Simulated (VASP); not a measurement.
```
ZnS
1.0
    0.00000     2.72365     2.72365
    2.72365     0.00000     2.72365
    2.72365     2.72365     0.00000
Zn S
1 1
Direct
  0.00000   0.00000   0.00000
  0.25000   0.25000   0.25000
```

Calculation: PBE GGA, VASP's PBE PAW potentials (set 64) (plane waves; VASP). Settings: 520 eV cut-off, Gaussian smearing of 0.050 eV, potentials Zn S.

Q: Give the energies of bands 2 to 12 at the high-symmetry points, in eV from the valence-band maximum.

A: 
```json
[
 {"band": "2", "Γ": "-6.25", "X": "-6.25", "U": "-6.16", "L": "-6.14", "W": "-6.11"},
 {"band": "3", "Γ": "-6.25", "X": "-5.92", "U": "-5.98", "L": "-6.14", "W": "-5.98"},
 {"band": "4", "Γ": "-6.25", "X": "-5.92", "U": "-5.87", "L": "-5.75", "W": "-5.83"},
 {"band": "5", "Γ": "-5.78", "X": "-5.71", "U": "-5.74", "L": "-5.75", "W": "-5.81"},
 {"band": "6", "Γ": "-5.78", "X": "-5.57", "U": "-5.45", "L": "-5.58", "W": "-5.40"},
 {"band": "7", "Γ": "0.00", "X": "-4.46", "U": "-4.50", "L": "-5.13", "W": "-4.47"},
 {"band": "8", "Γ": "0.00", "X": "-2.13", "U": "-3.00", "L": "-0.83", "W": "-2.63"},
 {"band": "9", "Γ": "0.00", "X": "-2.13", "U": "-1.74", "L": "-0.83", "W": "-2.62"},
 {"band": "10", "Γ": "2.01", "X": "3.46", "U": "4.15", "L": "3.26", "W": "5.71"},
 {"band": "11", "Γ": "6.41", "X": "4.07", "U": "5.91", "L": "6.94", "W": "5.93"},
 {"band": "12", "Γ": "6.41", "X": "10.81", "U": "9.33", "L": "6.94", "W": "7.82"}
]
```

The gap is direct, 2.01 eV, from the valence maximum at Γ to the conduction minimum at Γ.

Measured: gap 3.94 eV (computed value off by -1.93 eV), as given by Wei Chen et al., Physical Review Materials (2018), doi:10.1103/physrevmaterials.2.073803 [zero-point renormalisation of 0.1 eV added back (the table's ZPR column)].

The compound is ZnS in the zinc blende structure. It was relaxed first.
